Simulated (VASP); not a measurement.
VASP ran on this input.

File KPOINTS:
```
Automatic mesh
0
Gamma
6 6 4
0 0 0
```

INCAR:
```
SYSTEM = AlN
PREC = Accurate
ENCUT = 520
EDIFF = 1E-6
NELM = 100
ALGO = Normal
LREAL = .FALSE.
LASPH = .TRUE.
ISMEAR = 0
SIGMA = 0.05
GGA = PE
LWAVE = .FALSE.
LCHARG = .FALSE.
ISIF = 2
ISPIN = 2
MAGMOM = 1.0 1.0 1.0 1.0 1.0 1.0
```

POSCAR:
```
AlN
1
    1.5861000000    -2.7472060000     0.0000000000
    1.5861000000     2.7472060000     0.0000000000
    0.0000000000     0.0000000000     5.0796000000
Al N
2 2
Direct
  0.6666670000   0.3333330000   0.5000000000
  0.3333330000   0.6666670000   0.0000000000
  0.6666670000   0.3333330000   0.8820000000
  0.3333330000   0.6666670000   0.3820000000
```

POTCAR, in this order: Al N (PBE.64 set). Program: vasp_std.

Question: One choice in this input is risky. Which, and does it do harm here?

Answer: The risk: MAGMOM holds more values than there are atoms. Here it does no harm: the run (PBE GGA, plane waves, VASP's PBE PAW potentials (set 64)) converges to the same energy and pressure as with the safe setting.
### OSZICAR
```
       N       E                     dE             d eps       ncg     rms          rms(c)
DAV:   1     0.482822171993E+02    0.48282E+02   -0.77463E+03  1176   0.102E+03
DAV:   2    -0.286965934182E+02   -0.76979E+02   -0.70636E+02  1680   0.202E+02
DAV:   3    -0.328146252944E+02   -0.41180E+01   -0.41005E+01  1572   0.486E+01
DAV:   4    -0.328455048344E+02   -0.30880E-01   -0.30876E-01  1326   0.491E+00
DAV:   5    -0.328459111446E+02   -0.40631E-03   -0.40630E-03  1566   0.569E-01    0.146E+01
DAV:   6    -0.296558559049E+02    0.31901E+01   -0.13600E+01  1434   0.269E+01    0.445E+00
DAV:   7    -0.297520983517E+02   -0.96242E-01   -0.82416E-01  1278   0.659E+00    0.299E+00
DAV:   8    -0.297425477266E+02    0.95506E-02   -0.41649E-02  1332   0.189E+00    0.167E+00
DAV:   9    -0.297391219102E+02    0.34258E-02   -0.81947E-03  1326   0.987E-01    0.475E-01
DAV:  10    -0.297386430421E+02    0.47887E-03   -0.30490E-03  1530   0.377E-01    0.207E-01
DAV:  11    -0.297389322382E+02   -0.28920E-03   -0.85436E-04  1338   0.201E-01    0.835E-02
DAV:  12    -0.297390171430E+02   -0.84905E-04   -0.11976E-04  1314   0.108E-01    0.218E-02
DAV:  13    -0.297390232969E+02   -0.61539E-05   -0.18729E-05  1536   0.360E-02    0.627E-03
DAV:  14    -0.297390246900E+02   -0.13931E-05   -0.14220E-06  1100   0.102E-02    0.325E-03
DAV:  15    -0.297390253236E+02   -0.63368E-06   -0.85069E-07   954   0.708E-03
   1 F= -.29739025E+02 E0= -.29739025E+02  d E =-.493526E-14  mag=    -0.0000
```

The compound is AlN in the wurtzite structure. The cell was not relaxed at this level.
